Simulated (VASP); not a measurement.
OSZICAR of a VASP run on Zn (hcp):

**OSZICAR**
```
       N       E                     dE             d eps       ncg     rms          rms(c)
DAV:   1     0.773210538628E+02    0.77321E+02   -0.13277E+04  3128   0.250E+03
DAV:   2    -0.179686972110E+02   -0.95290E+02   -0.94086E+02  3152   0.307E+02
DAV:   3    -0.208023637347E+02   -0.28337E+01   -0.28302E+01  3792   0.656E+01
DAV:   4    -0.208107990328E+02   -0.84353E-02   -0.84350E-02  3696   0.365E+00
DAV:   5    -0.208108124039E+02   -0.13371E-04   -0.13371E-04  3720   0.119E-01    0.470E+00
DAV:   6    -0.182791844669E+02    0.25316E+01   -0.26722E+00  3128   0.365E+01    0.454E+00
DAV:   7    -0.177244654574E+02    0.55472E+00   -0.23414E-01  3528   0.966E+00    0.237E+00
DAV:   8    -0.177894885637E+02   -0.65023E-01   -0.94919E-02  3528   0.392E+00    0.358E-01
DAV:   9    -0.177948541099E+02   -0.53655E-02   -0.26815E-02  3192   0.192E+00    0.173E-01
DAV:  10    -0.177962816129E+02   -0.14275E-02   -0.12155E-02  3904   0.200E+00    0.985E-02
DAV:  11    -0.177970834069E+02   -0.80179E-03   -0.13598E-02  3224   0.844E-01    0.801E-02
DAV:  12    -0.177966641331E+02    0.41927E-03   -0.77585E-04  3320   0.298E-01    0.104E-01
DAV:  13    -0.177986659399E+02   -0.20018E-02   -0.81504E-04  3280   0.407E-01    0.191E-02
DAV:  14    -0.177992245406E+02   -0.55860E-03   -0.28507E-04  3312   0.168E-01    0.107E-02
DAV:  15    -0.177992315041E+02   -0.69635E-05   -0.24800E-05  3640   0.620E-02    0.109E-02
DAV:  16    -0.177992282086E+02    0.32955E-05   -0.13004E-06  2512   0.175E-02    0.294E-03
DAV:  17    -0.177992260862E+02    0.21224E-05   -0.26601E-06  2824   0.127E-02    0.555E-04
DAV:  18    -0.177992251681E+02    0.91805E-06   -0.79622E-08  1680   0.548E-03
   1 F= -.17799225E+02 E0= -.17799158E+02  d E =-.177992E+02
       N       E                     dE             d eps       ncg     rms          rms(c)
DAV:   1    -0.178019596429E+02   -0.27336E-02   -0.29997E-02  3120   0.353E+00    0.366E-01
DAV:   2    -0.177994284731E+02    0.25312E-02   -0.79402E-03  3392   0.211E+00    0.126E-01
DAV:   3    -0.177992685539E+02    0.15992E-03   -0.12377E-04  3296   0.179E-01    0.696E-02
DAV:   4    -0.177991447476E+02    0.12381E-03   -0.19871E-04  3768   0.185E-01    0.100E-02
DAV:   5    -0.177992081642E+02   -0.63417E-04   -0.36686E-05  3240   0.715E-02    0.305E-03
DAV:   6    -0.177992127476E+02   -0.45834E-05   -0.23363E-06  3064   0.138E-02    0.134E-03
DAV:   7    -0.177992185607E+02   -0.58131E-05   -0.39355E-07  1640   0.849E-03    0.588E-04
DAV:   8    -0.177992136669E+02    0.48938E-05   -0.21573E-07  1640   0.661E-03    0.614E-04
DAV:   9    -0.177992162829E+02   -0.26160E-05   -0.42060E-08  1656   0.353E-03    0.127E-04
DAV:  10    -0.177992160238E+02    0.25905E-06   -0.18184E-09  1624   0.509E-04
   2 F= -.17799216E+02 E0= -.17799148E+02  d E =0.914433E-05
```

Task: Which electronic solver shows in the log?

Result: It is blocked Davidson (ALGO = Normal, or the opening steps of other solvers). The INCAR had ALGO = Normal.

Task: Can the final energy be trusted as converged?

Result: The run converged. It stopped with EDIFF = 1E-6, NELM = 100, NSW = 60 and EDIFFG = -0.01 after 2 ionic steps (r2SCAN meta-GGA, plane waves, VASP's PBE PAW potentials (set 64)).

The compound is Zn in the hcp structure. This run relaxes it. Symmetry was kept, so distortions that lower it aren't found. The start is the result of an earlier pass.
